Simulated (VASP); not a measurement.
```yaml
crystal:
  lattice:
    - [4.57000, 0.00000, 0.00000]
    - [0.00000, 4.57000, 0.00000]
    - [0.00000, 0.00000, 4.57000]
  atoms:
    - { symbol: Cs, position: [0.00000, 0.00000, 0.00000] }
    - { symbol: I, position: [0.50000, 0.50000, 0.50000] }
```

Computed with PBE GGA, VASP's PBE PAW potentials (set 64) (plane waves; VASP). Numerical set-up: 300 eV cut-off, 4×4×4 Γ-centred mesh, Fermi-Dirac smearing of 0.010 eV, potentials Cs_sv I.

Unless said otherwise, spin-orbit coupling is left out, though it shifts the bands of the heavy elements here.

### Question
Estimate the energy per atom (σ→0), band gap (on the k-mesh) with the smallest direct gap where there is one.

### Answer

| Property | Result |
|---|---|
| band gap (on the k-mesh) | 3.87 eV |
| smallest direct gap (on the k-mesh) | 3.96 eV |
| energy per atom (σ→0) | -2.713 eV/atom |

The structure is a typed CsI crystal (Pm-3m). The cell was not relaxed at this level.
